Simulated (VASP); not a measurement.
Level of theory: PBE GGA, VASP's PBE PAW potentials (set 64) (plane waves; VASP 6.6.1).

A VASP calculation is set up with these files.

File KPOINTS:
```
Automatic mesh
0
Gamma
8 8 8
0 0 0
```

### POSCAR
```
Cs
1
   -3.1110000000     3.1110000000     3.1110000000
    3.1110000000    -3.1110000000     3.1110000000
    3.1110000000     3.1110000000    -3.1110000000
Cs
1
Direct
  0.0000000000   0.0000000000   0.0000000000
```

### INCAR
```
! general
SYSTEM  = Cs
PREC    = Accurate
ENCUT   = 400
LREAL   = .FALSE.
LASPH   = .TRUE.   ! aspherical one-centre terms

! electronic loop
EDIFF   = 1E-3
NELM    = 100
ALGO    = Normal
LMAXMIX = 4   ! l cut-off of mixed one-centre charges

! smearing
ISMEAR  = 1   ! Methfessel-Paxton
SIGMA   = 0.1   ! width (eV)

! functional
GGA     = PE   ! PBE

! ions
ISIF    = 2

! output
LWAVE   = .FALSE.
LCHARG  = .FALSE.
```

POTCAR, in this order: Cs_sv (PBE.64 set). Program: vasp_std.

### Question
What will the output report for the number of irreducible k-points (NKPTS), number of bands (NBANDS), largest plane-wave count, number of space-group operations, FFT grid (NGX, NGY, NGZ)?

### Answer

The number of irreducible k-points (NKPTS) comes out as 29, the number of bands (NBANDS) comes out as 8 and the largest plane-wave count is 2214. The number of space-group operations is 48 and the FFT grid (NGX, NGY, NGZ) is 36 × 36 × 36.

The compound is Cs in the bcc structure. The cell was not relaxed at this level. The run is one of a series of settings (EDIFF = 1E-3 against the base run), some of them coarse on purpose.
